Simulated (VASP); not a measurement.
System: HgTe (zinc blende type, first atom moved by 0.06 Å along [111]), 2 atoms in the cell.

```
CELL_PARAMETERS angstrom
0.00000 3.33000 3.33000
3.33000 0.00000 3.33000
3.33000 3.33000 0.00000
ATOMIC_POSITIONS crystal
Hg 0.00520 0.00520 0.00520
Te 0.25000 0.25000 0.25000
```

Code and potentials: VASP, Hg/Te, 303 eV. Settings: k-mesh 4×4×4 Γ-centred; Fermi–Dirac smearing of 0.1 eV; no spin polarisation; no spin–orbit coupling. For HSE06: HFSCREEN = 0.208; HFRCUT = 0; PRECFOCK = Normal.

One run gave:

| Quantity | Value |
| --- | --- |
| Pressure | -1.50 GPa |

```csv
atom,Fx (eV/Å),Fy (eV/Å),Fz (eV/Å)
Hg1,-0.098,-0.098,-0.098
Te2,0.098,0.098,0.098
```

**Question.** Which level of theory was it?
A. PBE
B. HSE06

**Answer.** B. All runs:

| level | pressure (GPa) | rms force (eV/Å) |
| --- | --- | --- |
| PBE | 0.07 | 0.184 |
| HSE06 | -1.50 | 0.170 |

VASP prints the stress at a fixed plane-wave basis, so it holds the Pulay stress of this cutoff.

The k-mesh is coarse, so these values belong to this mesh and can lie far from the converged ones. Potentials made with PBE were used with another functional (at least in: VASP, Hg/Te, 303 eV (HSE06)).
